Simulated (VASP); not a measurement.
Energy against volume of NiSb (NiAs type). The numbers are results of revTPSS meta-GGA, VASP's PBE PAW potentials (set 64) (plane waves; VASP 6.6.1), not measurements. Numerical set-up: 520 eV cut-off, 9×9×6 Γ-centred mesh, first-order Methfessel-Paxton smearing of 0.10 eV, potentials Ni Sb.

Shape and ions are relaxed at each volume.

```tsv
V (Å³/atom)	E (eV/atom)
16.198	6.12310
16.699	6.11684
17.200	6.12320
17.701	6.14001
```

Problem. Fit these four points and predict the energy of the run at 15.698 Å³/atom.

Solution. A cubic in V^(−2/3), the third-order Birch-Murnaghan form, passes through the four points with V0 = 16.68 Å³/atom and B0 = 135 GPa, and gives 6.1446 eV/atom there. The run gave 6.1445 eV/atom, -0.1 meV/atom from the fit; all five points give B0 = 135 GPa.

The compound is NiSb in the NiAs type structure. It was relaxed first. The run is not spin-polarised, so no magnetic state was tried.
